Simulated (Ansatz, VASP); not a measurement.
# PtS2 in two plane-wave programs

Aim: how closely do two programs agree when they are given the same cell, functional and k mesh? The structure shown is the start of the Ansatz relaxation below; VASP solves that cell, so the two are compared at the walk's first step.

Main program and level: Ansatz 0.2.0; plane waves, with VASP 6.6.1 beside it; single point at PBEsol with D3(BJ).

## Step 1: The structure

Symmetry: P-3m1, No. 164, trigonal system. The conventional cell has a = 3.502 Å, b = 3.502 Å, c = 4.166 Å, α = 90.00°, β = 90.00°, γ = 120.00°. Nearest to S lie 3 Pt at 2.34 Å. Pt has 6 S at 2.34 Å nearest. Farther neighbours and most contacts between anions are not listed.

## Step 2: Ansatz: relaxation, PBEsol with D3(BJ)

Ansatz runs on its PAW soft_1 files.

The two programs are compared at the cell with which this relaxation starts, whose forces are those of its first step.

input.yaml

```yaml
crystal:
  lattice:
    - [3.50190147, 0.0, 0.0]
    - [-1.750950735, 3.0327356346, 0.0]
    - [0.0, 0.0, 4.166240178]
  atoms:
    - { symbol: S, position: [0.3333333333, 0.6666666667, 0.2821474789] }
    - { symbol: S, position: [0.6666666667, 0.3333333333, 0.7178525211] }
    - { symbol: Pt, position: [0.0, 0.0, 0.0] }
kpoints:
  mp_grid: { grid: [15, 15, 12] }
hamiltonian:
  xc: pbesol
  dispersion: d3bj
  pseudopotentials: { kind: paw, azcp: { folder: soft_1 }, xc_functional: pbe }
scf:
  occupations: { method: methfessel_paxton, width: 0.2 }
output:
  forces: true
  stress: true
  eigenvalues: true
relax:
  adjacent_minimum: "off"
  f_tol: 0.001
  max_steps: 60
  cell: { stress_tol: 0.01, fix: [volume] }
```

Run with:

```
> ansatz run input.yaml --threads 4 --pin off --max-ram 10240MiB --backend cpu --events-out ev --progress --plain --runs-dir out
```

Numbers of over 12 decimals in the logs are rounded to 6 here.

The log of the run:

```text
Engine: ansatz 0.2.0, x86_64-unknown-linux-gnu
Pseudopotentials: kind: paw
Pseudopotential: S, paw, valence charge 6, recommended cutoff 420 eV (normal), soft_1/S.paw.azcp
Pseudopotential: Pt, paw, valence charge 18, recommended cutoff 420 eV (normal), soft_1/Pt.paw.azcp
Functional definition: PBEsol
  exchange = pbesol_x
  correlation = pbesol_c
Crystal: 3 atoms, lattice volume = 44.247 Å³
Basis set: ecut = 420 eV, 835 PW (Γ), exchange–correlation on 48×48×60 points (8 copies of the dense FFT grid, shifted against one another)
Bands: 19, of which v1, the nominal top of the filled ones, is band 15 counted from 1 (14 counted from 0)
Symmetry: 12 space group operations
Space group: P-3m1 (ITA 164), of the structure as read, at distance tolerance 3.5e-5 Å
k-points: 284 of 2700
Non-local potential: S, projectors of the file, l = 0: 2, l = 1: 2, l = 2: 1
Non-local potential: Pt, projectors of the file, l = 0: 3, l = 1: 2, l = 2: 2, l = 3: 1
PAW form: soft (Blöchl's): semilocal exchange-correlation on the pseudo side does not see the compensation charge
PAW frozen core: S, regenerated for the run's functional, and the local potential with it (the file was generated under x = pbe(κ = 0.804, μ = 0.219515), c = pbe(β = 0.066725))
PAW frozen core: Pt, regenerated for the run's functional, and the local potential with it (the file was generated under x = pbe(κ = 0.804, μ = 0.219515), c = pbe(β = 0.066725))
PAW one-centre angular grid: S, 110 points (default); XC on 64 Gauss nodes
PAW one-centre angular grid: Pt, 590 points (default); XC on 64 Gauss nodes
Initial density: superposition of atomic densities (chi_scale 0.1, normalization cell, long waves kept (reshape's long-wave potential 0.00 eV rms))
Initial wavefunctions: pseudopotential atomic-orbital guess
Functional: x = pbesol(κ = 0.804, μ = 0.123457), c = pbesol(β = 0.046)
SCF iter   1: F=—  HF=-14158.050983 eV  |F-HF|=—  |Δ(HF+E_count)|=         —  Δρ=8.11e-2  dr2=2.40e0  ethr=3.10e-3  ⟨swp⟩=6.3  Hψ=28617  notcnv=0
preconditioner: auto → none  [insulator: Δε(μ)=0.208 eV  Ē_g=10.295 eV  σ=0.200 eV  W_gap=0.62  n_scr=8 (ndim 8)  ℏωp=26.2 eV  f_vac=0.000  D(μ)=0.05/eV (n_scr^D=0)  ε∞_Penn≈7.5]
SCF iter   2: F=—  HF=-14157.580919 eV  |F-HF|=—  |Δ(HF+E_count)|=   4.70e-1  S|Δr|=    0.00e0  Δρ=2.91e-2  dr2=1.99e-1  ethr=3.10e-3  ⟨swp⟩=2.5  Hψ=11647  notcnv=0
SCF iter   3: F=—  HF=-14157.542934 eV  |F-HF|=—  |Δ(HF+E_count)|=   3.80e-2  S|Δr|=    0.00e0  Δρ=6.19e-3  dr2=8.25e-3  ethr=6.64e-4  ⟨swp⟩=1.4  Hψ=6188  notcnv=0
SCF iter   4: F=—  HF=-14157.541355 eV  |F-HF|=—  |Δ(HF+E_count)|=   1.58e-3  S|Δr|=    0.00e0  Δρ=8.26e-4  dr2=4.36e-4  ethr=2.75e-5  ⟨swp⟩=2.2  Hψ=8740  notcnv=0
SCF iter   5: F=—  HF=-14157.541272 eV  |F-HF|=—  |Δ(HF+E_count)|=   8.25e-5  S|Δr|=    0.00e0  Δρ=2.67e-4  dr2=1.38e-5  ethr=1.45e-6  ⟨swp⟩=2.5  Hψ=9888  notcnv=0
SCF iter   6: F=—  HF=-14157.541274 eV  |F-HF|=—  |Δ(HF+E_count)|=   2.12e-6  S|Δr|=    0.00e0  Δρ=4.45e-5  dr2=7.45e-7  ethr=4.60e-8  ⟨swp⟩=2.5  Hψ=8598  notcnv=0
SCF iter   7: F=-14157.541274 eV  HF=-14157.541274 eV  |F-HF|=1.19e-8  |Δ(HF+E_count)|=   4.63e-8  S|Δr|=    0.00e0  Δρ=5.95e-6  dr2=1.82e-8  ethr=3.33e-10  ⟨swp⟩=7.7  Hψ=28424  notcnv=0
SCF 1 converged in 7 iterations: F = -14157.541274 eV  dr2 = 1.82e-8
  greatest PAW one-centre occupation: 1.000 electrons in one spin orbital (limit 2), on the Pt atom at site 2 (counted from 0), in its partial waves of l = 0
relax step   1: F+E_penalty+E_count = -14157.54127439 eV  Δ(F+E_penalty+E_count) = +0.000e0 eV  max|allowed force component| = 2.650e-1 eV/Å  Δτ_max = 0.0000 Å  P = +10.908 GPa  Ω = 44.247 Å³  fix = [volume]  reactions: volume +10.908 GPa  (7 SCF iters, dr2 threshold 1.00e-7 eV, accepted)
[...]
relax step   2: F+E_penalty+E_count = -14157.54625885 eV  Δ(F+E_penalty+E_count) = -4.984e-3 eV  max|allowed force component| = 7.373e-3 eV/Å  Δτ_max = 0.0135 Å  P = +9.160 GPa  Ω = 44.247 Å³  energy of the carried Pulay correction = +6.450e-18 eV  fix = [volume]  reactions: volume +9.160 GPa  (4 SCF iters, dr2 threshold 3.00e-7 eV, accepted)
[...]
relax step   3: F+E_penalty+E_count = -14157.54633548 eV  Δ(F+E_penalty+E_count) = -7.663e-5 eV  max|allowed force component| = 2.120e-3 eV/Å  Δτ_max = 0.0009 Å  P = +9.209 GPa  Ω = 44.247 Å³  energy of the carried Pulay correction = -9.675e-18 eV  fix = [volume]  reactions: volume +9.209 GPa  (4 SCF iters, dr2 threshold 1.10e-7 eV, accepted)
[...]
relax step   4: F+E_penalty+E_count = -14157.54633653 eV  Δ(F+E_penalty+E_count) = -1.053e-6 eV  max|allowed force component| = 6.760e-6 eV/Å  Δτ_max = 0.0002 Å  P = +9.210 GPa  Ω = 44.247 Å³  fix = [volume]  reactions: volume +9.210 GPa  (4 SCF iters, dr2 threshold 1.09e-9 eV, accepted)
[...]
relax step   5: F+E_penalty+E_count = -14157.54633636 eV  Δ(F+E_penalty+E_count) = +1.700e-7 eV  max|allowed force component| = 4.341e-5 eV/Å  Δτ_max = 0.0000 Å  P = +9.210 GPa  Ω = 44.247 Å³  fix = [volume]  reactions: volume +9.210 GPa  stress off target by 2.74e-3 GPa on what of the cell is left free  SCF on the basis re-selected at this cell (its energy is not comparable with the rows above)  (6 SCF iters)
basis re-selected at this cell: Δ(F+E_penalty+E_count) = +1.700e-7 eV, ΔP = +0.000 GPa vs the last step (what re-selecting the basis moved, of the pressure what is left beyond the Pulay correction that the steps carried, after the strain that the cell walked since its last selection, with what the two solves' SCF thresholds leave and, on support functions, any second-order correction that the steps lacked; it is no m [...]
SCF converged after 6 iterations
Stability not checked: this state was not tested for a lower state beside it, because cold or Methfessel-Paxton smearing, or corrected tetrahedra, fill the levels in a way that the test cannot read (fill_not_monotonic; see scf.lower_state_search)
Free energy (F): -14157.546336 eV
Harris-Foulkes:  -14157.546336 eV  (|F-HF|=0.00e0)
Internal energy: -14157.546883 eV  (E = F + TS)
E sigma→0 (E₀):  -14157.546473 eV
Entropy (-TS):   0.000547 eV (0.182 meV/atom)
Fermi energy:    15.365986 eV
--- Per-component energies (eV) ---
  E_band       = -208.510043
  E_kinetic    = 813.834700
  E_local      = -2372.305125  (includes V_loc(G=0)·N_el)
  E_nonlocal   = 276.519619
  E_hartree    = 927.018366
  E_xc         = -410.231378
  E_vxc        = -440.420070  (∫ρ·V_xc dr)
  E_paw        = -10530.676931  (= ΣΔE_a)
  E_vpaw       = -340.177026  (= ΣTr[D̂ρ^β])
  E_aug_tail   = 0.001117  (compensation charges beyond the density's cutoff)
  E_ewald      = -2860.763140
  E_disp       = -1.355042  (pairwise vdW)
  E_core_change = 0.410930  (= ΣΔE_core)
  E_smearing   = 0.000547  (= −TS)
  E_closure    = -0.000000  (closes the sum)
  Σ components = -14157.546336   (vs F -14157.546336, Δ=0.00e0)
--- Forces (eV/Å), atoms counted from 1 ---
  atom   1  S      0.00000000     0.00000000    -0.00004341
  atom   2  S      0.00000000    -0.00000000     0.00004341
  atom   3  Pt    -0.00000000    -0.00000000     0.00000000
  max |Σ_I F_I| component: 2.10e-30 eV/Å
--- Stress (GPa, compression-positive) ---
        9.211747      -0.000000       0.000000
       -0.000000       9.211747       0.000000
       -0.000000       0.000000       9.207643
  P = ⅓ Tr σ = 9.2104 GPa (92.104 kbar)
--- Band table (eV; the first three rows and the last of 284) ---
  k-point 0: bands = [... 11 lower, 12.8774, 13.8020, 13.8020, 15.8679, 15.8679, 16.0312, 18.0851, 21.1456]
  k-point 1: bands = [... 11 lower, 12.8629, 13.6848, 13.6848, 15.8620, 16.0341, 16.0341, 18.1912, 21.3366]
  k-point 2: bands = [... 11 lower, 12.8145, 13.4098, 13.4098, 15.4071, 16.4552, 16.4552, 18.5505, 21.8018]
  k-point 283: bands = [... 11 lower, 10.6356, 11.5177, 12.6632, 12.6632, 18.4443, 18.4443, 22.4182, 23.0370]
--- Relaxed structure (4 steps of the walk, 4 accepted, 1 SCFs on fresh bases) ---
  F+E_penalty+E_count = -14157.54633636 eV   max|allowed force component| = 4.341e-5 eV/Å   (the final SCF, on the basis selected at the relaxed cell)
  cell:  # Å, volume = 44.2469 Å³
    - [3.512811, 0, 0]
    - [-1.756405, 3.042183, -3.485458767485157e-19]
    - [0, -4.788171507684314e-19, 4.140404]
  atoms:
    - { symbol: S, position: [0.333333, 0.666667, 0.285554] }
    - { symbol: S, position: [0.666667, 0.333333, 0.714446] }
    - { symbol: Pt, position: [0, 0, 0] }
```

## Step 3: VASP: single point, PBEsol with D3(BJ), start cell, pair 1

The same cell, functional, mesh and smearing now go to VASP, with its own data sets.

Lines of VASP's logs that name or quote its potential files are left out, and so is its time.

INCAR

```
SYSTEM = PtS2
PREC = Accurate
ENCUT = 400
EDIFF = 1E-06
NELM = 120
ISMEAR = 1
SIGMA = 0.2
LREAL = .FALSE.
ALGO = Normal
GGA = PS
IVDW = 12
NBANDS = 17
LASPH = .TRUE.
LORBIT = 11
LWAVE = .FALSE.
LCHARG = .FALSE.
ISIF = 2
GGA_COMPAT = .FALSE.
KPAR = 2
```

POSCAR

```
PtS2
1.0
    3.5019010000      0.0000000000      0.0000000000
   -1.7509510000      3.0327360000      0.0000000000
    0.0000000000      0.0000000000      4.1662400000
S Pt
2 1
Direct
    0.3333334285      0.6666666667      0.2821474519
    0.6666668570      0.3333333333      0.7178525481
    0.0000000000      0.0000000000      0.0000000000
```

KPOINTS

```
Automatic mesh
0
Gamma
15 15 12
0 0 0
```

The projector-augmented-wave data sets are S and Pt (PBE family, release 64).

Run with:

```
> mpirun -np 2 vasp_std
```

The log of the run:

```text
[banner, memory and clock lines left out]
running    2 mpi-ranks, on    1 nodes
 distrk:  each k-point on    1 cores,    2 groups
 distr:  one band on    1 cores,    1 groups

 POSCAR found type information on POSCAR S Pt
 POSCAR found :  2 types and       3 ions
|                                                                             |
|               ----> ADVICE to this user running VASP <----                  |
|                                                                             |
|     You enforced a specific xc type in the INCAR file but a different       |
|     [... a line on the potential file left out ...]
|     I HOPE YOU KNOW WHAT YOU ARE DOING!                                     |
|                                                                             |

 LDA part: xc-table for (Slater+PW92), standard interpolation
 POSCAR, INCAR and KPOINTS ok, starting setup
 FFT: planning ... GRIDC
 FFT: planning ... GRID_SOFT
 FFT: planning ... GRID
 WAVECAR not read
 entering main loop
       N       E                     dE             d eps       ncg     rms          rms(c)
DAV:   1     0.885034180453E+02    0.88503E+02   -0.92616E+03 10168   0.946E+02
DAV:   2    -0.143507662541E+02   -0.10285E+03   -0.99949E+02 12149   0.209E+02
DAV:   3    -0.179076334838E+02   -0.35569E+01   -0.35349E+01 11883   0.401E+01
DAV:   4    -0.179369399762E+02   -0.29306E-01   -0.29292E-01 12875   0.407E+00
DAV:   5    -0.179372556740E+02   -0.31570E-03   -0.31567E-03 12460   0.402E-01    0.222E+01
DAV:   6    -0.169476799814E+02    0.98958E+00   -0.63178E+00  9926   0.236E+01    0.141E+01
DAV:   7    -0.167653626120E+02    0.18232E+00   -0.10902E+00  9899   0.106E+01    0.659E+00
DAV:   8    -0.167338211605E+02    0.31541E-01   -0.59318E-02 11223   0.203E+00    0.123E+00
DAV:   9    -0.167309180413E+02    0.29031E-02   -0.85030E-03 11247   0.885E-01    0.199E-01
DAV:  10    -0.167309698520E+02   -0.51811E-04   -0.97195E-04 11923   0.224E-01    0.115E-01
DAV:  11    -0.167309816084E+02   -0.11756E-04   -0.49296E-05 12307   0.620E-02    0.401E-02
DAV:  12    -0.167309788646E+02    0.27438E-05   -0.14598E-05 10946   0.373E-02    0.130E-02
DAV:  13    -0.167309791804E+02   -0.31582E-06   -0.12561E-06  5634   0.803E-03
   1 F= -.18085799E+02 E0= -.18086005E+02  d E =0.618026E-03
```

OUTCAR, selected parts (step 3):

```text
ion  position               nearest neighbor table
   1  0.333  0.667  0.282-   3 2.34   3 2.34   3 2.34   2 2.72   2 2.72   2 2.72
   2  0.667  0.333  0.718-   3 2.34   3 2.34   3 2.34   1 2.72   1 2.72   1 2.72
   3  0.000  0.000  0.000-   2 2.34   1 2.34   1 2.34   2 2.34   1 2.34   2 2.34

  LATTYP: Found a hexagonal cell.
 ALAT       =     3.5019010000
 C/A-ratio  =     1.1897081043

 Subroutine GETGRP returns: Found 12 space group operations
 (whereof 12 operations were pure point group operations)

The static configuration has the point symmetry D_3d.

 Found    284 irreducible k-points:

   k-points           NKPTS =    284   k-points in BZ     NKDIM =    284   number of bands    NBANDS=     17

   dimension x,y,z NGX =    24 NGY =   24 NGZ =   28
   dimension x,y,z NGXF=    48 NGYF=   48 NGZF=   56

   ENCUT  =  400.0 eV  29.40 Ry    5.42 a.u.   5.71  5.71  6.79*2*pi/ulx,y,z

   NELECT =      22.0000    total number of electrons

 k-points in reciprocal lattice and weights: Automatic mesh
   0.00000000  0.00000000  0.00000000       0.000
   0.06666667  0.00000000  0.00000000       0.002
   0.13333333  0.00000000  0.00000000       0.002
   0.20000000  0.00000000  0.00000000       0.002
   0.26666667  0.00000000  0.00000000       0.002
   0.33333333  0.00000000  0.00000000       0.002
   0.40000000  0.00000000  0.00000000       0.002
   0.46666667  0.00000000  0.00000000       0.002
   0.06666667  0.06666667  0.00000000       0.002
[...]
0.33333333  0.26666667  0.50000000       0.004
   0.33333333  0.33333333  0.50000000       0.001

 average (electrostatic) potential at core
       1 -82.7420       2 -82.7420       3 -65.2311

 E-fermi :  10.2059

 k-point     1 :       0.0000    0.0000    0.0000
  band No.  band energies     occupation
    ...
      6       5.6499      2.00000
      7       5.6499      2.00000
      8       7.6443      2.00000
      9       8.5745      2.00000
     10       8.5746      2.00000
     11      10.7786     -0.00039
     12      10.7786     -0.00039
     13      10.8467     -0.00006
     14      12.8558     -0.00000
     15      16.0398      0.00000
    ...

 k-point     2 :       0.0667    0.0000    0.0000
  band No.  band energies     occupation
    ...
      7       5.6007      2.00000
      8       7.4412      2.00000
      9       8.4397      2.00000
     10       8.4712      2.00000
     11      10.0084      2.04747
     12      10.9102     -0.00001
     13      11.6229     -0.00000
     14      13.1471     -0.00000
     15      16.2715      0.00000
     16      17.1833      0.00000
    ...

 k-point     3 :       0.1333    0.0000    0.0000
  band No.  band energies     occupation
    ...
      7       5.4722      2.00000
      8       6.9010      2.00000
      9       8.1812      2.00000
     10       8.2021      2.00000
     11       9.3997      2.00000
     12      11.2579     -0.00000
     13      12.1329     -0.00000
     14      13.9296     -0.00000
     15      16.6550      0.00000
     16      17.1739      0.00000
    ...

 Edisp (eV)   -1.35482

  Total       3.07984     3.07984     2.71752    -0.00000     0.00000     0.00000
  in kB     111.52086   111.52092    98.40107    -0.00002     0.00000     0.00000
  external pressure =      107.15 kB  Pullay stress =        0.00 kB

  energy-cutoff  :      400.00
  volume of cell :       44.25
      direct lattice vectors                 reciprocal lattice vectors
     3.501901000  0.000000000  0.000000000     0.285559186  0.164867678  0.000000000
    -1.750951000  3.032736000  0.000000000     0.000000000  0.329735262  0.000000000
     0.000000000  0.000000000  4.166240000     0.000000000  0.000000000  0.240024579

 POSITION                                       TOTAL-FORCE (eV/Angst)
 -----------------------------------------------------------------------------------
     -0.00000      2.02182      1.17549         0.000000     -0.000000      0.227241
      1.75095      1.01091      2.99075        -0.000000      0.000000     -0.227241
      0.00000      0.00000      0.00000        -0.000000      0.000000      0.000000
 -----------------------------------------------------------------------------------
    total drift:                               -0.000454     -0.000000     -0.000000

  FREE ENERGIE OF THE ION-ELECTRON SYSTEM (eV)
  ---------------------------------------------------
  free  energy   TOTEN  =       -18.0857989516 eV

  energy  without entropy=      -18.0864169776  energy(sigma->0) =      -18.08600496

 total charge
# of ion       s       p       d       tot
------------------------------------------
    1        1.363   2.263   0.000   3.627
    2        1.363   2.263   0.000   3.627
    3        0.739   0.874   8.087   9.700
--------------------------------------------------
tot          3.466   5.401   8.087  16.954

[... 3 further parts left out ...]
```

The PAW data sets were made with PBE, which is usual practice but a small mismatch for other functionals.

## Step 4: Side by side

Known differences besides the potentials themselves: the data sets hold 30 valence electrons in Ansatz (on its PAW soft_1 files) and 22 in VASP; the cutoff is 420 eV in Ansatz and 400 eV in VASP; Ansatz makes its cores anew for this functional, VASP keeps those of its PBE data sets. Total energies have different zeros and are not compared.

Forces (eV/Å; atoms numbered as in POSCAR):

| atom | Ansatz x, y, z | VASP x, y, z |
| --- | --- | --- |
| S1 | 0.000, 0.000, 0.265 | 0.000, 0.000, 0.227 |
| S2 | 0.000, 0.000, -0.265 | 0.000, 0.000, -0.227 |
| Pt3 | 0.000, 0.000, 0.000 | 0.000, 0.000, 0.000 |

The forces differ by 18 meV/Å r.m.s., which is 16.6 % of the r.m.s. force of 0.107 eV/Å (both taken over all components).

## Step 5: What the set-up changes

Further runs change the set-up of one program: Ansatz's method, potentials or start, or VASP's data sets, cutoff or form of LDA. The table gives that difference for each run.

| run | r.m.s. force difference (meV/Å) |
| --- | --- |
| as above | 18 |
| VASP with a cutoff of 500 eV (perhaps on Ansatz's relaxed cell) | 17 |

## Step 6: Ansatz: relaxation, PBEsol with D3(BJ)

The two programs are compared at the cell with which this relaxation starts, whose forces are those of its first step. The cell compared in this pair holds 45.21 Å³, against 44.25 Å³ for the pair before.

The structure compared here is the start of the Ansatz relaxation; VASP solves that cell, so the two are compared at the walk's first step.

input.yaml, the sections that differ from step 2:

```yaml
crystal:
  lattice:
    - [3.5149669816, 0.0, 0.0]
    - [-1.7574834908, 3.0440506996, 0.0]
    - [0.0, 0.0, 4.2252233837]
  atoms:
    - { symbol: S, position: [0.3333333333, 0.6666666667, 0.2786273931] }
    - { symbol: S, position: [0.6666666667, 0.3333333333, 0.7213726069] }
    - { symbol: Pt, position: [0.0, 0.0, 0.0] }
# kpoints, hamiltonian, scf, output, relax: as in step 2
```

Run with:

```
> ansatz run input.yaml --threads 4 --pin off --max-ram 10240MiB --backend cpu --events-out ev --progress --plain --runs-dir out
```

The log of the run:

```text
[...]
Crystal: 3 atoms, lattice volume = 45.209 Å³
Basis set: ecut = 420 eV, 885 PW (Γ), exchange–correlation on 48×48×60 points (8 copies of the dense FFT grid, shifted against one another)
Bands: 19, of which v1, the nominal top of the filled ones, is band 15 counted from 1 (14 counted from 0)
Symmetry: 12 space group operations
[...]
k-points: 284 of 2700
[...]
k-point 283: bands = [... 11 lower, 10.2000, 11.0887, 12.2373, 12.2373, 17.8461, 17.8461, 22.0309, 22.4296]
--- Relaxed structure (4 steps of the walk, 4 accepted, 1 SCFs on fresh bases) ---
[...]
cell:  # Å, volume = 45.2088 Å³
    - [3.527096, 0, 0]
    - [-1.763548, 3.054555, 0]
    - [0, 0, 4.196214]
  atoms:
    - { symbol: S, position: [0.333333, 0.666667, 0.282147] }
    - { symbol: S, position: [0.666667, 0.333333, 0.717853] }
    - { symbol: Pt, position: [0, 0, 0] }
[key lines of the parts left out:]
SCF converged after 7 iterations
Free energy (F): -14157.592583 eV
Fermi energy:    14.947396 eV
P = ⅓ Tr σ = 6.2746 GPa (62.746 kbar)
```

(Continued in part 2 of 2.)

[Lines on the potential files, build, host, timing and source positions are cut from VASP's logs without a mark.]

[Logs are printed without paths, hosts, clocks, repeated set-up lines and the standing remarks that a program may print on its own settings, such as how far it seeks lower states.]

[Hosts, paths, dates, database ids (printed as entryN), source tags and the programs' standing remarks are cut or masked in the printed files.]

[Rows of further runs with another cutoff or data set may stand on the cell that Ansatz relaxed, not on the start cell of the pair above them.]
